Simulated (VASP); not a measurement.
Output of a VASP run:

### OSZICAR
```
       N       E                     dE             d eps       ncg     rms          rms(c)
DAV:   1     0.155321833911E+03    0.15532E+03   -0.96995E+03   818   0.151E+03
DAV:   2     0.296587874173E+01   -0.15236E+03   -0.14847E+03   878   0.367E+02
DAV:   3    -0.829092301548E+01   -0.11257E+02   -0.11209E+02  1076   0.102E+02
DAV:   4    -0.853536317099E+01   -0.24444E+00   -0.24433E+00   912   0.173E+01
DAV:   5    -0.854517433849E+01   -0.98112E-02   -0.98110E-02  1194   0.333E+00    0.728E+00
DAV:   6    -0.819352182589E+01    0.35165E+00   -0.91759E-01  1230   0.971E+00    0.493E+00
DAV:   7    -0.818764330402E+01    0.58785E-02   -0.16507E-01   980   0.266E+00    0.215E+00
DAV:   8    -0.818901085115E+01   -0.13675E-02   -0.15367E-02  1010   0.174E+00    0.276E-01
DAV:   9    -0.818906006419E+01   -0.49213E-04   -0.13883E-03  1130   0.468E-01    0.135E-01
DAV:  10    -0.818910814617E+01   -0.48082E-04   -0.26761E-04  1016   0.193E-01    0.322E-02
DAV:  11    -0.818912173609E+01   -0.13590E-04   -0.93534E-05  1090   0.131E-01    0.393E-02
DAV:  12    -0.818912178872E+01   -0.52623E-07   -0.65941E-06   980   0.199E-02    0.747E-03
DAV:  13    -0.818912191817E+01   -0.12945E-06   -0.83761E-07  1042   0.104E-02    0.953E-04
DAV:  14    -0.818912209873E+01   -0.18056E-06   -0.10702E-07   674   0.403E-03    0.118E-03
DAV:  15    -0.818912209617E+01    0.25543E-08   -0.10649E-08   508   0.135E-03
   1 F= -.28349601E+01 E0= -.28349601E+01  d E =-.283496E+01
```

OUTCAR:
```
------------------------ aborting loop because EDIFF is reached ----------------------------------------
  FORCE on cell =-STRESS in cart. coord.  units (eV):
  Direction    XX          YY          ZZ          XY          YZ          ZX
  --------------------------------------------------------------------------------------
  Total        5.3609706      5.3609706      5.3609706      0.0000000      0.0000000     -0.0000000
  in kB      200.2543277    200.2543277    200.2543277      0.0000000      0.0000000     -0.0000000
  external PRESSURE =       0.2543277 kB  Pullay stress =     200.0000000 kB
  volume of cell :       42.89
      direct lattice vectors                 reciprocal lattice vectors
     0.000000000  2.778309990  2.778309990    -0.179965519  0.179965519  0.179965519
     2.778309990  0.000000000  2.778309990     0.179965519 -0.179965519  0.179965519
     2.778309990  2.778309990  0.000000000     0.179965519  0.179965519 -0.179965519
  FREE ENERGIE OF THE ION-ELECTRON SYSTEM (eV)
  ---------------------------------------------------
  free  energy   TOTEN  =        -8.1891220962 eV

  energy  without entropy=       -8.1891220962  energy(sigma->0) =       -8.18912210
  enthalpy is  TOTEN    =        -2.8349600572 eV   P V=        5.3541620390

 reached required accuracy - stopping structural energy minimisation
```
(Selected blocks of OUTCAR.)

File POSCAR:
```
PbS
1
   -0.0000000000     2.7783099902     2.7783099902
    2.7783099902     0.0000000000     2.7783099902
    2.7783099902     2.7783099902    -0.0000000000
Pb S
1 1
Direct
  0.0000000000   0.0000000000   0.0000000000
  0.5000000000   0.5000000000   0.5000000000
```

Problem. Write an INCAR and KPOINTS that could have produced this output.

Solution. One answer among several that fit: the input of the run itself, PBE GGA, plane waves, VASP's PBE PAW potentials (set 64).

KPOINTS:
```
Automatic mesh
0
Gamma
8 8 8
0 0 0
```

### INCAR
```
ALGO  =  Normal
EDIFF  =  1E-7
EDIFFG  =  -0.01
ENCUT  =  480
GGA  =  PE
IBRION  =  2
ISIF  =  3
ISMEAR  =  0
LASPH  =  .TRUE.
LCHARG  =  .FALSE.
LMAXMIX  =  4
LREAL  =  .FALSE.
LWAVE  =  .FALSE.
NELM  =  100
NSW  =  40
PREC  =  Accurate
PSTRESS  =  200
SIGMA  =  0.05
SYSTEM  =  PbS
```

POTCAR, in this order: Pb_d S (PBE.64 set). Program: vasp_std.

The compound is PbS in the rock salt structure. It was relaxed first under an external pressure of 20 GPa.
